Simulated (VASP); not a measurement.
Given:

```
TiB
1.0
   -1.45872     1.45872     4.93852
    1.45872    -1.45872     4.93852
    1.45872     1.45872    -4.93852
Ti B
2 2
Direct
  0.75000   0.75000   0.00000
  0.50000   0.00000   0.50000
  0.16600   0.16600   0.00000
  0.91600   0.41600   0.50000
```

Calculation: PBE GGA, VASP's PBE PAW potentials (set 64) (plane waves; VASP). Run with 400 eV cut-off, 9×9×9 Γ-centred mesh, Gaussian smearing of 0.050 eV, potentials Ti_sv B.

At this cut-off the stress carries a Pulay error, which pulls relaxed volumes low.

**Question.** Which forces act on the atoms, in eV/Å?

**Answer.** 
| atom | Fx | Fy | Fz |
|---|---|---|---|
| Ti1 | 0.000 | 0.000 | -0.467 |
| Ti2 | 0.000 | 0.000 | -0.467 |
| B3 | 0.000 | 0.000 | 0.467 |
| B4 | 0.000 | 0.000 | 0.467 |

**Question.** Give the stress tensor in GPa (positive for a compressed cell).

**Answer.** 
```
31.70   0.00   0.00
 0.00  31.70   0.00
 0.00   0.00  32.81
```
The pressure is its mean diagonal, 32.07 GPa.

The structure was generated: TiB was put into an ordered model structure, which need not be its known phase. The cell was not relaxed at this level. The k-mesh is coarse (spacing up to 0.34 per Å, 2π included), so the numbers may not be converged in it.
